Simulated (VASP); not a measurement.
These are PBE GGA, VASP's PBE PAW potentials (set 64) (plane waves; VASP) values and carry that method's errors.

Input for VASP

POSCAR:
```
Mo
1.0
 -1.5810262555   1.5810262555   1.5810262555
  1.5810262555  -1.5810262555   1.5810262555
  1.5810262555   1.5810262555  -1.5810262555
Mo
1
Direct
  0.0000000000   0.0000000000   0.0000000000
```

**KPOINTS**
```
Regular mesh
0
Gamma
 16 16 16
```

INCAR:
```
LMAXMIX = 4   # l cut-off of mixed one-centre charges
ISIF = 3
EDIFF = 1E-6
NELM = 100
IBRION = 2   # conjugate gradients
SIGMA = 0.1   # width (eV)
LREAL = .False.
LWAVE = .False.
EDIFFG = -0.02
ISMEAR = 1   # Methfessel-Paxton
LCHARG = .False.
PSTRESS = 50   # kbar
SYSTEM = Mo
PREC = Accurate
ALGO = Normal   # blocked Davidson
NSW = 40   # most ionic steps
ENCUT = 500   # plane-wave cut-off (eV)
GGA = PE   # PBE
LASPH = .True.   # aspherical one-centre terms
```

POTCAR, in this order: Mo_sv (PBE.64 set). Program: vasp_std.

The run wrote:

File OUTCAR:
```
 ion  position               nearest neighbor table
   1  0.000  0.000  0.000-
  LATTYP: Found a body centered cubic cell.
 ALAT       =     3.1620525110
 Subroutine PRICEL returns:
 Original cell was already a primitive cell.
 Subroutine GETGRP returns: Found 48 space group operations
The static configuration has the point symmetry O_h .
The dynamic configuration has the point symmetry O_h .
 Subroutine INISYM returns: Found 48 space group operations
 Subroutine IBZKPT returns following result:
 Found    145 irreducible k-points:

 Following reciprocal coordinates:
            Coordinates               Weight
  0.000000  0.000000  0.000000      1.000000
  0.062500  0.000000  0.000000     12.000000
  0.125000  0.000000  0.000000     12.000000
  0.187500  0.000000  0.000000     12.000000
  0.250000  0.000000  0.000000     12.000000
  0.312500  0.000000  0.000000     12.000000
  0.375000  0.000000  0.000000     12.000000
  0.437500  0.000000  0.000000     12.000000
  0.500000  0.000000  0.000000      6.000000
  0.062500  0.062500  0.000000     24.000000
...
```

File OSZICAR:
```
       N       E                     dE             d eps       ncg     rms          rms(c)
DAV:   1     0.877365383652E+02    0.87737E+02   -0.81521E+03  3233   0.127E+03
DAV:   2    -0.103278124059E+02   -0.98064E+02   -0.94613E+02  3511   0.334E+02
DAV:   3    -0.116035967126E+02   -0.12758E+01   -0.12657E+01  3714   0.381E+01
DAV:   4    -0.116084152597E+02   -0.48185E-02   -0.48140E-02  3498   0.232E+00
DAV:   5    -0.116084337966E+02   -0.18537E-04   -0.18538E-04  3714   0.163E-01    0.143E+01
DAV:   6    -0.110205809225E+02    0.58785E+00   -0.10549E+00  3436   0.124E+01    0.381E+00
DAV:   7    -0.109438531101E+02    0.76728E-01   -0.20540E-01  3722   0.511E+00    0.960E-01
DAV:   8    -0.109401849541E+02    0.36682E-02   -0.40583E-03  3325   0.927E-01    0.173E-01
DAV:   9    -0.109402463880E+02   -0.61434E-04   -0.12031E-04  3762   0.150E-01    0.726E-02
DAV:  10    -0.109402539662E+02   -0.75782E-05   -0.11641E-05  3400   0.449E-02    0.723E-03
DAV:  11    -0.109402542099E+02   -0.24378E-06   -0.37412E-07  2216   0.680E-03
   1 F= -.10446925E+02 E0= -.10447129E+02  d E =-.104469E+02
       N       E                     dE             d eps       ncg     rms          rms(c)
DAV:   1    -0.117493391519E+02   -0.80909E+00   -0.22276E+01  3337   0.669E+01    0.126E+01
DAV:   2    -0.109380662432E+02    0.81127E+00   -0.16100E+00  3280   0.167E+01    0.185E+00
DAV:   3    -0.108638507338E+02    0.74216E-01   -0.27765E-01  3444   0.669E+00    0.217E+00
DAV:   4    -0.108695515199E+02   -0.57008E-02   -0.42109E-03  3358   0.808E-01    0.336E-01
DAV:   5    -0.108698047190E+02   -0.25320E-03   -0.86258E-04  3542   0.366E-01    0.433E-02
DAV:   6    -0.108697949433E+02    0.97758E-05   -0.11804E-05  3463   0.480E-02    0.923E-03
DAV:   7    -0.108697939729E+02    0.97040E-06   -0.27386E-07  2079   0.678E-03
   2 F= -.10410742E+02 E0= -.10410799E+02  d E =0.361834E-01
       N       E                     dE             d eps       ncg     rms          rms(c)
DAV:   1    -0.114405217566E+02   -0.57073E+00   -0.12948E+01  3319   0.521E+01    0.703E+00
DAV:   2    -0.109640934229E+02    0.47643E+00   -0.10616E+00  3253   0.128E+01    0.154E+00
DAV:   3    -0.109324431133E+02    0.31650E-01   -0.14465E-01  3462   0.473E+00    0.886E-01
DAV:   4    -0.109357097870E+02   -0.32667E-02   -0.17475E-03  3322   0.500E-01    0.217E-01
DAV:   5    -0.109360173961E+02   -0.30761E-03   -0.26406E-04  3529   0.188E-01    0.145E-02
DAV:   6    -0.109360188609E+02   -0.14648E-05   -0.23404E-06  3352   0.193E-02    0.489E-03
DAV:   7    -0.109360197623E+02   -0.90147E-06   -0.64649E-08  1871   0.330E-03
   3 F= -.10451486E+02 E0= -.10451672E+02  d E =-.456113E-02
```

File OUTCAR:
```
------------------------ aborting loop because EDIFF is reached ----------------------------------------
  FORCE on cell =-STRESS in cart. coord.  units (eV):
  Direction    XX          YY          ZZ          XY          YZ          ZX
  --------------------------------------------------------------------------------------
  Total        0.4732247      0.4732247      0.4732247      0.0000000      0.0000000     -0.0000000
  in kB       48.8330234     48.8330234     48.8330234      0.0000000      0.0000000     -0.0000000
  external PRESSURE =      -1.1669766 kB  Pullay stress =      50.0000000 kB
  volume of cell :       15.53
      direct lattice vectors                 reciprocal lattice vectors
    -1.571573804  1.571573804  1.571573804     0.000000000  0.318152414  0.318152414
     1.571573804 -1.571573804  1.571573804     0.318152414  0.000000000  0.318152414
     1.571573804  1.571573804 -1.571573804     0.318152414  0.318152414  0.000000000
 POSITION                                       TOTAL-FORCE (eV/Angst)
 -----------------------------------------------------------------------------------
      0.00000     -0.00000      0.00000         0.000000      0.000000      0.000000
 -----------------------------------------------------------------------------------
    total drift:                               -0.000000     -0.000000      0.000000
  FREE ENERGIE OF THE ION-ELECTRON SYSTEM (eV)
  ---------------------------------------------------
  free  energy   TOTEN  =       -10.9360197623 eV

  energy  without entropy=      -10.9365767820  energy(sigma->0) =      -10.93620544
  enthalpy is  TOTEN    =       -10.4514863205 eV   P V=        0.4845334419

 reached required accuracy - stopping structural energy minimisation
```
(Selected blocks of OUTCAR.)

File CONTCAR:
```
Mo
   1.00000000000000
    -1.5715738043729230    1.5715738043729230    1.5715738043729230
     1.5715738043729230   -1.5715738043729230    1.5715738043729230
     1.5715738043729230    1.5715738043729230   -1.5715738043729230
  Mo
     1
Direct
     0.0000000000000000    0.0000000000000000    0.0000000000000000
```

The compound is Mo in the bcc structure. This run relaxes it under an external pressure of 5 GPa. Symmetry was kept, so distortions that lower it aren't found.
